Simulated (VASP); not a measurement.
Input of a VASP 6.6.1 run:

INCAR

```
PREC     = Accurate       # precision mode
ENCUT    = 600            # plane-wave cutoff, eV
EDIFF    = 1E-8           # SCF threshold, eV
ISMEAR   = 0              # smearing method
SIGMA    = 0.02           # smearing width, eV
LREAL    = F              # projectors in reciprocal space
LASPH    = T              # aspherical terms in the spheres
NELM     = 60             # most SCF steps
ALGO     = Normal         # electronic algorithm
ISIF     = 2              # what is computed and relaxed
LWAVE    = F              # write WAVECAR
LCHARG   = F              # write CHGCAR
GGA      = RP             # functional
LEPSILON = T              # dielectric tensor by DFPT
IBRION   = 8              # ionic algorithm
NSW      = 1              # ionic steps
```

The input KPOINTS:

```
regular mesh
0
Gamma
  6 6 8
```

The input POSCAR:

```
SiO2
1.0
    4.2650200000      0.0000000000      0.0000000000
    0.0000000000      4.2650200000      0.0000000000
    0.0000000000      0.0000000000      2.6994800000
Si O
2 4
Direct
    0.0000000000      0.0000000000      0.0000000000
    0.5000000000      0.5000000000      0.5000000000
    0.3075000000      0.3075000000      0.0000000000
    0.1925000000      0.8075000000      0.5000000000
    0.6925000000      0.6925000000      0.0000000000
    0.8075000000      0.1925000000      0.5000000000
```

Potentials or basis: VASP PAW PBE potentials, release 64 (Si, O).

Launch:

```bash
$ cat potpaw_PBE.64/Si/POTCAR potpaw_PBE.64/O/POTCAR > POTCAR
$ mpirun -np 1 vasp_std > vasp.out
```

Task: Predict the electronic dielectric tensor (diagonal).

Result: 3.42, 3.42, 3.59.

Task: Predict the Born charges (mean of the diagonal).

Result: Si +3.91; O -1.96 e.

Task: Predict the highest phonon frequency at Γ, LO-TO splitting left out.

Result: 893 cm⁻¹.

Electronic dielectric tensor:
```
3.42 0.00 0.00
0.00 3.42 0.00
0.00 0.00 3.59
```
